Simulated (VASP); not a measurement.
Consider the following.

```
AlN
1.0
    1.57171    -2.72229     0.00000
    1.57171     2.72229     0.00000
    0.00000     0.00000     5.03171
Al N
2 2
Cartesian
  1.57171  -0.90743   2.51597
  1.57171   0.90743   0.00012
  1.57171  -0.90743   4.43785
  1.57171   0.90743   1.92200
```

Level of theory: revPBE GGA, VASP's PBE PAW potentials (set 64) (plane waves; VASP 6.6.1). Numerical set-up: 520 eV cut-off, 9×9×5 Γ-centred mesh, tetrahedra with Blöchl corrections, potentials Al N.

The cores are frozen, which limits the accuracy of field gradients.

**Question.** Give the principal components of the electric field gradient (V/Å²) and the asymmetry η at each nucleus.

**Answer.** 
```json
[
 {"atom": "Al1", "Vxx": "-2.4", "Vyy": "-2.4", "Vzz": "4.9", "η": "0.00"},
 {"atom": "Al2", "Vxx": "-2.4", "Vyy": "-2.4", "Vzz": "4.9", "η": "0.00"},
 {"atom": "N3", "Vxx": "0.0", "Vyy": "0.0", "Vzz": "0.0", "η": "-"},
 {"atom": "N4", "Vxx": "0.0", "Vyy": "0.0", "Vzz": "0.0", "η": "-"}
]
```

The compound is AlN in the wurtzite structure. It was relaxed first.
